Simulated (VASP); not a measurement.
VASP input:

INCAR:
```
SYSTEM = Hf2Si
PREC = Accurate
ENCUT = 300
EDIFF = 1E-6
NELM = 100
ALGO = Normal
LREAL = .FALSE.
LASPH = .TRUE.
ISMEAR = 0
SIGMA = 0.05
GGA = PE
LMAXMIX = 6
LWAVE = .FALSE.
LCHARG = .FALSE.
ISIF = 2
```

### KPOINTS
```
Automatic mesh
0
Gamma
3 3 2
0 0 0
```

**POSCAR**
```
Hf2Si
4.5967850
  1.0000000000   0.0000000000   0.0000000000
 -0.4999998912   0.8660252764   0.0000000000
  0.0000000000   0.0000000000   1.2252746213
Si Hf
2 4
Direct
  0.3304260000   0.6732630000   0.2638710000
  0.6551320000   0.3146350000   0.7491300000
  0.0003630000  -0.0077950000  -0.0027520000
  0.0144340000   0.0060670000   0.4951600000
  0.3431430000   0.6811410000   0.7473840000
  0.6565030000   0.3326890000   0.2472080000
```

POTCAR, in this order: Si Hf_pv (PBE.64 set). Program: vasp_std.

### Question
Translate this PBE calculation to Quantum ESPRESSO's pw.x.

### Answer
One equivalent input (not run):
```
&CONTROL
  calculation = 'scf'
  pseudo_dir = './pseudo'
  outdir = './out'
  tprnfor = .true.
  tstress = .true.
/
&SYSTEM
  ibrav = 0
  nat = 6
  ntyp = 2
  ecutwfc = 58
  occupations = 'smearing'
  smearing = 'gaussian'
  degauss = 0.003675
  input_dft = 'pbe'
/
&ELECTRONS
  conv_thr = 7.3e-08
  electron_maxstep = 100
/
ATOMIC_SPECIES
  Si 28.085 Si.upf
  Hf 178.490 Hf.upf
CELL_PARAMETERS angstrom
     4.5967850    0.0000000    0.0000000
    -2.2983920    3.9809320    0.0000000
     0.0000000    0.0000000    5.6323240
ATOMIC_POSITIONS crystal
  Si   0.3304260  0.6732630  0.2638710
  Si   0.6551320  0.3146350  0.7491300
  Hf   0.0003630 -0.0077950 -0.0027520
  Hf   0.0144340  0.0060670  0.4951600
  Hf   0.3431430  0.6811410  0.7473840
  Hf   0.6565030  0.3326890  0.2472080
K_POINTS automatic
  3 3 2 0 0 0
```
The two are equivalent in intent, not identical: the potentials are each code's own (VASP's PAW set, PseudoDojo norm-conserving files in pw.x), so ENCUT and ecutwfc are chosen apart and not converted; conv_thr bounds pw.x's estimated SCF error, while EDIFF bounds the energy change between steps.

The structure was generated: Hf2Si was put into an ordered model structure, which need not be its known phase. The cell was not relaxed at this level, atoms are displaced from their ideal sites. The k-mesh is coarse (spacing up to 0.56 per Å, 2π included), so the numbers may not be converged in it.
